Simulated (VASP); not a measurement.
Runs of VASP 6.6.1 on HPbNO4. The typed cell holds 7 atoms: a = 4.204 Å, b = 4.339 Å, c = 6.729 Å, α = 71.95°, β = 72.29°, γ = 62.23°. The cell was built by a generator and needn't be a form met in nature.

```csv
level,gap on the mesh (eV),pressure (GPa),relaxed volume (Å³/atom),largest force (eV/Å)
PBE+rVV10,2.62,0.0,13.87,0.02
PBE+D4,2.65,0.0,(a),0.02
PBE+D3(BJ),(b),0.0,14.05,0.02
PBE+D3,(c),0.1,14.09,0.02
```

Alike in all rows: task relaxation of cell and atoms; potentials or basis VASP PAW PBE potentials, release 64 (H, Pb_d, N, O); no spin polarisation; cell relaxed; k mesh 7 × 7 × 5; cutoff (eV) 600; smearing fermi-dirac 0.05 eV.

Q: Estimate the missing entries.

A: (a) 13.90; (b) 2.70; (c) 2.69.

Caveats: the standard files for N, O and F lose accuracy on very short bonds; spin-orbit coupling is left out, which as a rule narrows the gap of such compounds by several tenths of an eV; an odd mesh through Γ misses points on the zone boundary, where band edges often lie.

A k mesh can miss the band edges, and the runs leave out spin-orbit coupling on Pb.
